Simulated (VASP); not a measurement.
Consider the following.

```yaml
crystal:
  lattice:
    - [0.00000, 2.24733, 2.24733]
    - [2.24733, 0.00000, 2.24733]
    - [2.24733, 2.24733, 0.00000]
  atoms:
    - { symbol: Li, position: [0.25000, 0.25000, 0.25000] }
    - { symbol: Li, position: [0.75000, 0.75000, 0.75000] }
    - { symbol: O, position: [0.00000, 0.00000, 0.00000] }
```

Calculation: LDA (Ceperley-Alder, Perdew-Zunger), VASP's LDA PAW potentials (set 64) (plane waves; VASP). Run with 520 eV cut-off, 10×10×10 Γ-centred mesh, Gaussian smearing of 0.050 eV, potentials Li_sv O.

**Question.** Estimate the energy per atom (σ→0), band gap (on the k-mesh) with the smallest direct gap where there is one.

**Answer.** 
```json
{
 "band gap (on the k-mesh)": "4.94 eV",
 "smallest direct gap (on the k-mesh)": "5.89 eV",
 "energy per atom (σ→0)": "-5.249 eV/atom"
}
```

Only differences to runs with the same potentials and settings are physical.

The compound is Li2O in the antifluorite structure. It was relaxed first, which changed the volume by -8 %.
